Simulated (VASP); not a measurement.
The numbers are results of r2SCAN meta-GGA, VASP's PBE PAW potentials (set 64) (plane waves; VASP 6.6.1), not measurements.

A VASP calculation is set up with these files.

**KPOINTS**
```
kpoints
0
gamma
7 7 5
```

**INCAR**
```
PREC = Accurate
NSW = 60   # most ionic steps
METAGGA = R2SCAN
SIGMA = 0.1
LREAL = F
LMIXTAU = T
LWAVE = F
NELM = 100
LMAXMIX = 4   # l cut-off of mixed one-centre charges
EDIFF = 1E-6   # SCF stop (eV)
ENCUT = 400   # plane-wave cut-off (eV)
SYSTEM = Te
LASPH = T
LCHARG = F
EDIFFG = -0.02   # ionic stop
ISMEAR = 1
ISIF = 3
IBRION = 2   # conjugate gradients
ALGO = Normal
```

POSCAR:
```
Te
1
    3.8183729740    -2.1543468557     0.0028073721
    3.8183729740     2.1543468557     0.0028073721
   -0.0893260687     0.0000000000     5.9645921274
Te
3
Direct
  0.6899408952   0.6899408952   0.6617645129
  0.3100591048   0.3100591048   0.3382354871
  1.0000000000   1.0000000000   0.0000000000
```

POTCAR, in this order: Te (PBE.64 set). Program: vasp_std.

Task: What will the output report for the number of irreducible k-points (NKPTS), number of bands (NBANDS), largest plane-wave count, number of space-group operations, FFT grid (NGX, NGY, NGZ)?

Result: 
number of irreducible k-points (NKPTS): 72
number of bands (NBANDS): 13
largest plane-wave count: 1799
number of space-group operations: 4
FFT grid (NGX, NGY, NGZ): 30 × 30 × 40

The structure comes from a computed database's Te entry (C2/m); how it stands against other phases isn't given here. It was relaxed first. The start is the result of an earlier pass.
